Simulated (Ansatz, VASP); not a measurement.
**Ni (Ni(100), 5 layers): VASP beside Ansatz**

One calculation is typed for both programs; each brings its own data sets. How far apart do they land? Of the first pair: The structure shown is the start of the Ansatz relaxation below; VASP solves that cell, so the two are compared at the walk's first step.

Calculated with Ansatz 0.2.0; plane waves, with VASP 6.6.1 beside it; single point at PBE.

### 1. The starting structure

The cell holds 5 atoms: 5 Ni. Cell: a = 2.489 Å, b = 2.489 Å, c = 23.040 Å, α = 90.0°, β = 90.0°, γ = 90.0°. Vacuum lies along c.

### 2. Ansatz: relaxation, PBE

Ansatz runs on its default PAW (the set named soft_2) files.

The two programs are compared at the cell with which this relaxation starts, whose forces are those of its first step.

The input, input.yaml:

```yaml
crystal:
  lattice:
    - [2.4890158698, 0.0, 0.0]
    - [0.0, 2.4890158698, 0.0]
    - [0.0, 0.0, 23.04]
  atoms:
    - { symbol: Ni, position: [0.0, 0.0, 0.3472222222], spin: 0.7 }
    - { symbol: Ni, position: [0.5, 0.5, 0.4236111111], spin: 0.7 }
    - { symbol: Ni, position: [0.0, 0.0, 0.5], spin: 0.7 }
    - { symbol: Ni, position: [0.5, 0.5, 0.5763888889], spin: 0.7 }
    - { symbol: Ni, position: [0.0, 0.0, 0.6527777778], spin: 0.7 }
magnetization:
  spin_polarized: true
kpoints:
  mp_grid: { grid: [12, 12, 1] }
hamiltonian:
  xc: pbe
scf:
  occupations: { method: fermi_dirac, width: 0.1 }
  convergence: { dr2_threshold: 1.0e-08 }
efield:
  axis: 3
  dipole_correction: true
  ramp_position: 0.97
  ramp_width: 0.04
relax:
  f_tol: 0.01
  constraints: [{ sites: [2] }]
output:
  write_potential: true
  write_density: true
  volumetric_format: npy
```

Launch:

```bash
$ ansatz run input.yaml --threads 8 --pin off --max-ram 16384MiB --backend cpu --events-out ev --progress --plain --runs-dir out
```

Numbers of over 12 decimals in the logs are rounded to 6 here.

Log:

```text
Engine: ansatz 0.2.0, aarch64-unknown-linux-gnu
Pseudopotentials: kind: paw
Pseudopotential: Ni, paw, valence charge 18, recommended cutoff 420 eV (normal), Ni.paw.azcp
Functional definition: PBE
  parameter kappa = 0.804
  parameter beta = 0.066725
  exchange = pbe_x(kappa = kappa, mu = beta*pi^2/3)
  correlation = pbe_c(beta = beta)
Crystal: 5 atoms, lattice volume = 142.737 Å³
Basis set: ecut = 420 eV, 2789 PW (Γ), exchange–correlation on 36×36×320 points (8 copies of the dense FFT grid, shifted against one another)
Bands: 57, of which v1, the nominal top of the filled ones, is band 45 counted from 1 (44 counted from 0)
Symmetry: 8 space group operations
k-points: 28 of 144
Non-local potential: Ni, projectors of the file, l = 0: 3, l = 1: 2, l = 2: 3, l = 3: 1
PAW form: soft (Blöchl's): semilocal exchange-correlation on the pseudo side does not see the compensation charge
PAW one-centre angular grid: Ni, 590 points (default); XC on 64 Gauss nodes
Initial density: superposition of atomic densities (neutral atoms: chi_scale 0, normalization atom)
Starting moments: Σ|m| = 3.5 μB on 5 of 5 sites
Initial wavefunctions: pseudopotential atomic-orbital guess
Functional: x = pbe(κ = 0.804, μ = 0.219515), c = pbe(β = 0.066725)
SCF iter   1: F=—  HF=-29192.217723 eV  |F-HF|=—  |Δ(HF+E_count)|=         —  Δρ=2.89e-2 (↑1.53e-2 ↓2.89e-2)  dr2=4.72e0  dr2_m=3.38e-1  M=3.760 μB ∫|m|=3.925 μB  β_m=1.00  ethr=3.10e-3  p=-0.000 e·Å  D=-2.10e-5 V/Å  ΔV_dip=0.00 eV  dr2_dipole=6.57e-8  V_vac-E_F(+/−)=7.20/7.20 eV  ⟨swp⟩=10.0  Hψ=15544  notcnv=0  defer=54
Mixer restart at iter 1: flushing history
efield: sawtooth ramp at fractional position 0.9700 (set: `efield.ramp_position`, or a place that a band, a saddle search or an elastic batch's reference lends), width 0.0400; the density the first Hamiltonian is built on has a dipole p = -0.000 e·Å; the dipole correction subtracts the counter field D = -2.10e-5 V/Å, which shifts the + side's vacuum level by +0.00 eV against the − side's; the planar-averaged density in the ramp window peaks in size at 2.9e-5 e/Å³
preconditioner: auto → LDOS  [metal: Δε(μ)=0.003 eV  Ē_g=7.529 eV  σ=0.100 eV  W_gap=0.01  n_scr=22 (ndim 8)  ℏωp=22.0 eV  f_vac=0.555  D(μ)=10.28/eV (n_scr^D=114)]
spin=Collinear: LDOS preconditioning applied to the charge; magnetization (m = ρ↑ − ρ↓) channel mixes plain (no charge-response kernel on spin).
SCF iter   2: F=—  HF=-29192.868337 eV  |F-HF|=—  |Δ(HF+E_count)|=   6.51e-1  Δρ=1.34e-2 (↑1.34e-2 ↓1.04e-2)  dr2=8.31e-1  dr2_m=6.70e-3  M=3.697 μB ∫|m|=4.025 μB  β_m=0.32  ethr=3.10e-3  p=-0.000 e·Å  D=-1.81e-5 V/Å  ΔV_dip=0.00 eV  dr2_dipole=2.15e-5  V_vac-E_F(+/−)=6.26/6.26 eV  ⟨swp⟩=2.5  Hψ=5351  notcnv=0  defer=165
density mixer auto → msr1: a metal under ldos (density of states about μ 4.00 of a free-electron gas's, 22 screened modes)
SCF iter   3: F=—  HF=-29194.715097 eV  |F-HF|=—  |Δ(HF+E_count)|=    1.85e0  Δρ=6.72e-3 (↑6.72e-3 ↓5.73e-3)  dr2=1.90e-1  dr2_m=4.07e-3  M=3.689 μB ∫|m|=4.051 μB  β_m=0.50  ethr=9.23e-4  p=0.000 e·Å  D=1.23e-4 V/Å  ΔV_dip=-0.00 eV  dr2_dipole=7.27e-5  V_vac-E_F(+/−)=5.78/5.79 eV  ⟨swp⟩=2.9  Hψ=5076  notcnv=0  defer=166
SCF iter   4: F=—  HF=-29196.544522 eV  |F-HF|=—  |Δ(HF+E_count)|=         —  Δρ=5.57e-3 (↑4.76e-3 ↓5.57e-3)  dr2=9.68e-2  dr2_m=2.74e-3  M=3.617 μB ∫|m|=4.048 μB  β_m=0.50  ethr=2.11e-4  p=0.000 e·Å  D=1.34e-4 V/Å  ΔV_dip=-0.00 eV  dr2_dipole=4.08e-5  V_vac-E_F(+/−)=5.23/5.23 eV  ⟨swp⟩=3.0  Hψ=6230  notcnv=0  defer=168
SCF iter   5: F=—  HF=-29196.890284 eV  |F-HF|=—  |Δ(HF+E_count)|=   3.46e-1  Δρ=4.67e-3 (↑1.70e-3 ↓4.67e-3)  dr2=3.69e-2  dr2_m=5.14e-3  M=3.513 μB ∫|m|=3.955 μB  β_m=0.75  ethr=1.08e-4  p=0.000 e·Å  D=9.10e-5 V/Å  ΔV_dip=-0.00 eV  dr2_dipole=6.42e-6  V_vac-E_F(+/−)=5.09/5.09 eV  ⟨swp⟩=2.3  Hψ=5159  notcnv=0  defer=171
SCF iter   6: F=—  HF=-29196.984204 eV  |F-HF|=—  |Δ(HF+E_count)|=   9.39e-2  Δρ=2.72e-3 (↑1.16e-3 ↓2.72e-3)  dr2=1.20e-2  dr2_m=1.39e-3  M=3.416 μB ∫|m|=3.864 μB  β_m=0.86  ethr=4.10e-5  p=-0.000 e·Å  D=-5.94e-6 V/Å  ΔV_dip=0.00 eV  dr2_dipole=3.74e-7  V_vac-E_F(+/−)=4.96/4.96 eV  ⟨swp⟩=2.1  Hψ=5118  notcnv=0  defer=172
SCF iter   7: F=—  HF=-29196.982755 eV  |F-HF|=—  |Δ(HF+E_count)|=   1.45e-3  Δρ=8.74e-4 (↑3.53e-4 ↓8.74e-4)  dr2=1.35e-3  dr2_m=1.72e-4  M=3.412 μB ∫|m|=3.860 μB  β_m=0.79  ethr=1.33e-5  p=0.000 e·Å  D=1.77e-5 V/Å  ΔV_dip=-0.00 eV  dr2_dipole=4.91e-7  V_vac-E_F(+/−)=4.93/4.93 eV  ⟨swp⟩=2.1  Hψ=5325  notcnv=0  defer=166
SCF iter   8: F=—  HF=-29196.982546 eV  |F-HF|=—  |Δ(HF+E_count)|=   2.09e-4  Δρ=2.52e-4 (↑2.52e-4 ↓1.36e-4)  dr2=8.88e-5  dr2_m=1.80e-5  M=3.410 μB ∫|m|=3.859 μB  β_m=0.88  ethr=1.50e-6  p=-0.000 e·Å  D=-4.09e-5 V/Å  ΔV_dip=0.00 eV  dr2_dipole=1.88e-6  V_vac-E_F(+/−)=4.91/4.91 eV  ⟨swp⟩=2.3  Hψ=5023  notcnv=0  defer=161
[...]
SCF iter   7: F=—  HF=-29197.003932 eV  |F-HF|=—  |Δ(HF+E_count)|=   6.54e-8  Δρ=4.61e-6 (↑4.61e-6 ↓4.42e-6)  dr2=6.08e-8  dr2_m=2.91e-9  M=3.400 μB ∫|m|=3.848 μB  β_m=0.50  ethr=1.58e-10  p=-0.000 e·Å  D=-1.02e-5 V/Å  ΔV_dip=0.00 eV  dr2_dipole=4.56e-13  V_vac-E_F(+/−)=4.90/4.90 eV  ⟨swp⟩=2.2  Hψ=5669  notcnv=0  defer=174
SCF iter   8: F=—  HF=-29197.003932 eV  |F-HF|=—  |Δ(HF+E_count)|=   1.75e-8  Δρ=1.30e-6 (↑1.04e-6 ↓1.30e-6)  dr2=4.76e-9  dr2_m=1.46e-9  M=3.400 μB ∫|m|=3.848 μB  β_m=0.75  ethr=6.76e-11  p=-0.000 e·Å  D=-1.01e-5 V/Å  ΔV_dip=0.00 eV  dr2_dipole=3.23e-13  V_vac-E_F(+/−)=4.90/4.90 eV  ⟨swp⟩=2.7  Hψ=5666  notcnv=0  defer=174
SCF iter   9: F=—  HF=-29197.003932 eV  |F-HF|=—  |Δ(HF+E_count)|=   1.07e-8  Δρ=1.07e-6 (↑8.60e-7 ↓1.07e-6)  dr2=1.22e-8  dr2_m=1.77e-10  M=3.400 μB ∫|m|=3.848 μB  β_m=0.75  ethr=5.29e-12  p=-0.000 e·Å  D=-1.02e-5 V/Å  ΔV_dip=0.00 eV  dr2_dipole=1.16e-12  V_vac-E_F(+/−)=4.90/4.90 eV  ⟨swp⟩=3.0  Hψ=6188  notcnv=0  defer=174
SCF iter  10: F=—  HF=-29197.003932 eV  |F-HF|=—  |Δ(HF+E_count)|=  2.87e-10  Δρ=4.95e-7 (↑3.08e-7 ↓4.95e-7)  dr2=6.88e-10  dr2_m=5.12e-11  M=3.400 μB ∫|m|=3.848 μB  β_m=0.68  ethr=5.29e-12  p=-0.000 e·Å  D=-1.01e-5 V/Å  ΔV_dip=0.00 eV  dr2_dipole=2.56e-13  V_vac-E_F(+/−)=4.90/4.90 eV  ⟨swp⟩=2.0  Hψ=4493  notcnv=0  defer=174
SCF iter  11: F=-29197.003932 eV  HF=-29197.003932 eV  |F-HF|=5.38e-9  |Δ(HF+E_count)|=  3.24e-10  Δρ=1.45e-6 (↑3.02e-7 ↓1.45e-6)  dr2=5.87e-9  dr2_m=4.41e-10  M=3.400 μB ∫|m|=3.848 μB  ethr=1.00e-12  p=-0.000 e·Å  D=-1.02e-5 V/Å  ΔV_dip=0.00 eV  dr2_dipole=5.43e-11  V_vac-E_F(+/−)=4.90/4.90 eV  ⟨swp⟩=6.0  Hψ=18436  notcnv=0
SCF 4 converged in 11 iterations: F = -29197.003932 eV  dr2 = 5.87e-9
  greatest PAW one-centre occupation: 1.001 electrons in one spin orbital (limit 2), on the Ni atom at site 0 (counted from 0), in its partial waves of l = 1
relax step   4: F+E_penalty+E_count = -29197.00393183 eV  Δ(F+E_penalty+E_count) = -3.875e-5 eV  max|allowed force component| = 3.018e-4 eV/Å  Δτ_max = 0.0015 Å  (11 SCF iters, accepted)
NSCF: frozen V_eff on 28 k-points
the band table was solved once a step of the walk had ended and its energy, with any forces and stress, was formed, with the checks that follow a solve (16113 applications of the Hamiltonian). They found nothing against the state; the energy, forces and stress were not computed again (output.eigenvalues in the input reference)
WARN: The output density's exchange-correlation potential varies sharply where the density is thin. Do not read a vacuum level from v_tot or v_xc, or from such a field of the output density. On a cell that repeats whose density bears no net charge and no dipole along the vacuum's axis use v_es (v_loc + v_h of the components); under efield.dipole_correction with no amplitude use v_es + v_field, which holds any externa [...]
SCF converged after 11 iterations
Magnetization: 3.4004 μB (46.7002 up, 43.2998 down)
Absolute magnetization: 3.8518 μB (∫|ρ↑−ρ↓|, with the PAW one-centre terms)
Spin contamination: 0.0462 ħ² per cell (⟨S²⟩ above its minimum at these occupations)
Per-site moments (μB) at R_I (Å): [(0.766936, 1.008501), (0.689055, 1.008501), (0.682361, 1.026719), (0.689054, 1.008501), (0.766935, 1.008501)]
Free energy (F): -29197.003932 eV
Harris-Foulkes:  -29197.003932 eV  (|F-HF|=5.38e-9)
Internal energy: -29196.717684 eV  (E = F + TS)
E sigma→0 (E₀):  -29196.860808 eV
Entropy (-TS):   -0.286248 eV (-57.250 meV/atom)
Fermi energy:    3.958008 eV
Dipole field:    D = -0.000022 V/Å  (p = -0.000017 e·Å, saw-weighted, corrected)
Work function:   Φ+ = 4.9048 eV   Φ− = 4.9044 eV
Levels:          The Fermi level and band energies are counted from a zero that moves with the ramp; work functions are not
--- Per-component energies (eV) ---
  E_band       = -2687.677821
  E_kinetic    = 1408.397580
  E_local      = -195817.261618  (includes V_loc(G=0)·N_el)
  E_nonlocal   = 3185.804595
  E_hartree    = 95857.165734
  E_xc         = -420.444236
  E_vxc        = -541.834539  (∫ρ·V_xc dr)
  E_paw        = -8154.693445  (= ΣΔE_a)
  E_vpaw       = -2637.129144  (= ΣTr[D̂ρ^β])
  E_aug_tail   = 0.002743  (compensation charges beyond the density's cutoff)
  E_efield     = 0.000000  (sawtooth field / dipole correction)
  E_vefield    = 0.000454  (∫n·V_field dr)
  E_ewald      = 74744.310963
  E_smearing   = -0.286248  (= −TS)
  E_closure    = -0.000000  (closes the sum)
  Σ components = -29197.003932   (vs F -29197.003932, Δ=0.00e0)
--- Forces (eV/Å), atoms counted from 1 ---
  atom   1  Ni    -0.00000000     0.00000000    -0.00008180
  atom   2  Ni     0.00000000     0.00000000    -0.00030113
  atom   3  Ni     0.00000000     0.00000000    -0.00001074
  atom   4  Ni    -0.00000000     0.00000000     0.00030182
  atom   5  Ni    -0.00000000     0.00000000     0.00009507
  max |Σ_I F_I| component: 3.23e-6 eV/Å
--- Band table (eV; the first three rows and the last of 56) ---
  k-point 0 ↑: bands = [... 41 lower, 2.8281, 3.1285, 3.1404, 3.1404, 3.3112, 3.3863, 3.4170, 3.4170, ... 8 higher]
  k-point 1 ↑: bands = [... 41 lower, 2.9089, 2.9781, 3.0042, 3.2337, 3.2509, 3.3272, 3.3578, 3.4365, ... 8 higher]
  k-point 2 ↑: bands = [... 41 lower, 2.8155, 2.8426, 2.8474, 3.1491, 3.2083, 3.3834, 3.4218, 3.8671, ... 8 higher]
  k-point 27 ↓: bands = [... 41 lower, 4.3001, 4.4114, 4.6032, 4.6032, 7.1489, 7.1489, 9.0340, 9.0340, ... 8 higher]
--- Relaxed structure (4 steps of the walk, 4 accepted, 0 SCFs on fresh bases) ---
  F+E_penalty+E_count = -29197.00393183 eV   max|allowed force component| = 3.018e-4 eV/Å
  atoms:
    - { symbol: Ni, position: [0, 0.0, 0.349335] }
    - { symbol: Ni, position: [0.5, 0.5, 0.422988] }
    - { symbol: Ni, position: [0.0, 0.0, 0.5] }
    - { symbol: Ni, position: [0.5, 0.5, 0.577012] }
    - { symbol: Ni, position: [0, 0.0, 0.650665] }
```

(Part 1 of 3 ends here.)

[Lines on the potential files, build, host, timing and source positions are cut from VASP's logs without a mark.]

[Logs are printed without paths, hosts, clocks, repeated set-up lines and the standing remarks that a program may print on its own settings, such as how far it seeks lower states.]

[Hosts, paths, dates, database ids (printed as entryN), source tags and the programs' standing remarks are cut or masked in the printed files.]
